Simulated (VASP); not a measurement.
Data:

```
CELL_PARAMETERS angstrom
      0.00000     2.73000     2.73000
      2.73000     0.00000     2.73000
      2.73000     2.73000     0.00000
ATOMIC_POSITIONS crystal
  Mg 0.00000 0.00000 0.00000
  Se 0.50000 0.50000 0.50000
```

Level of theory: PBE GGA, VASP's PBE PAW potentials (set 64) (plane waves; VASP). Run with 300 eV cut-off, 8×8×8 Γ-centred mesh, Fermi-Dirac smearing of 0.010 eV, potentials Mg Se.

### Question
Give the stress tensor in GPa (positive for a compressed cell).

### Answer

```
1.57  0.00  0.00
0.00  1.57  0.00
0.00  0.00  1.57
```
The pressure is its mean diagonal, 1.57 GPa.

The structure is a typed MgSe crystal (Fm-3m). The cell was not relaxed at this level.
